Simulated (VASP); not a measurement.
Level of theory: PBE GGA, VASP's PBE PAW potentials (set 64) (plane waves; VASP).

VASP input:

File KPOINTS:
```
k-points along high-symmetry lines
15
Line-mode
Reciprocal
  0.000000   0.000000   0.000000 ! GAMMA
  0.500000   0.000000   0.500000 ! X

  0.500000   0.000000   0.500000 ! X
  0.625000   0.250000   0.625000 ! U

  0.375000   0.375000   0.750000 ! K
  0.000000   0.000000   0.000000 ! GAMMA

  0.000000   0.000000   0.000000 ! GAMMA
  0.500000   0.500000   0.500000 ! L

  0.500000   0.500000   0.500000 ! L
  0.500000   0.250000   0.750000 ! W

  0.500000   0.250000   0.750000 ! W
  0.500000   0.000000   0.500000 ! X
```

POSCAR:
```
HfO2
1
    0.0000000000     2.5362095691     2.5362095691
    2.5362095691     0.0000000000     2.5362095691
    2.5362095691     2.5362095691     0.0000000000
Hf O
1 2
Direct
  0.0000000000   0.0000000000   0.0000000000
  0.2500000000   0.2500000000   0.2500000000
  0.7500000000   0.7500000000   0.7500000000
```

INCAR:
```
SYSTEM = HfO2
PREC = Accurate; ENCUT = 520; LREAL = .FALSE.
LASPH = .TRUE.; ICHARG = 11
EDIFF = 1E-6; NELM = 100; ALGO = Normal
LMAXMIX = 6
ISMEAR = 0; SIGMA = 0.05
GGA = PE
LWAVE = .FALSE.; LCHARG = .FALSE.
```

POTCAR, in this order: Hf_pv O (PBE.64 set). Program: vasp_std. Read from the step before: CHGCAR.

What VASP printed:

### OSZICAR
```
       N       E                     dE             d eps       ncg     rms          rms(c)
DAV:   1     0.930075724745E+02    0.93008E+02   -0.12967E+04  2708   0.145E+03
DAV:   2    -0.259876478455E+02   -0.11900E+03   -0.11593E+03  3617   0.311E+02
DAV:   3    -0.297208141234E+02   -0.37332E+01   -0.37287E+01  3337   0.506E+01
DAV:   4    -0.297502049436E+02   -0.29391E-01   -0.29386E-01  3414   0.489E+00
DAV:   5    -0.297505326268E+02   -0.32768E-03   -0.32766E-03  3407   0.459E-01
DAV:   6    -0.297505400928E+02   -0.74660E-05   -0.74658E-05  3359   0.639E-02
DAV:   7    -0.297505403168E+02   -0.22400E-06   -0.22400E-06  3330   0.949E-03
   1 F= -.29750540E+02 E0= -.29750540E+02  d E =-.439703E-14
```

OUTCAR:
```
 val. band max:        4.2669280967   @ k =   0.5000   0.0000   0.5000

 cond. band min:       8.0647830989   @ k =   0.5000   0.0000   0.5000



 k-point     1 :       0.0000    0.0000    0.0000
  band No.  band energies     occupation
      1     -25.4266      2.00000
      2     -25.4266      2.00000
      3     -25.4266      2.00000
      4     -14.4565      2.00000
      5     -11.4304      2.00000
      6      -1.0666      2.00000
      7      -1.0666      2.00000
      8      -1.0666      2.00000
      9       3.6608      2.00000
     10       3.6608      2.00000
     11       3.6608      2.00000
     12       8.1444      0.00000
     13       8.1444      0.00000
     14      10.0925      0.00000
     15      14.6712      0.00000

 k-point     2 :       0.0357    0.0000    0.0357
  band No.  band energies     occupation
      1     -25.4329      2.00000
      2     -25.4281      2.00000
      3     -25.4281      2.00000
      4     -14.4328      2.00000
      5     -11.4505      2.00000
      6      -1.0527      2.00000
      7      -1.0527      2.00000
      8      -1.0125      2.00000
      9       3.5296      2.00000
     10       3.6640      2.00000
     11       3.6640      2.00000
     12       8.1608      0.00000
     13       8.1993      0.00000
     14      10.1699      0.00000
     15      14.6072      0.00000

 k-point     3 :       0.0714    0.0000    0.0714
  band No.  band energies     occupation
      1     -25.4514      2.00000
      2     -25.4327      2.00000
      3     -25.4327      2.00000
      4     -14.3624      2.00000
      5     -11.5090      2.00000
      6      -1.0111      2.00000
      7      -1.0111      2.00000
      8      -0.8526      2.00000
      9       3.1718      2.00000
     10       3.6723      2.00000
     11       3.6723      2.00000
     12       8.2098      0.00000
     13       8.3340      0.00000
     14      10.3917      0.00000
     15      14.4304      0.00000

...
```

The density is held fixed in this step, so its total energy and stress have no physical meaning. Unless said otherwise, spin-orbit coupling is left out, though it shifts the bands of the heavy elements here.

The compound is HfO2 in the fluorite structure, the high-temperature cubic form, which is unstable at 0 K; the monoclinic form is the stable one. It was relaxed first.
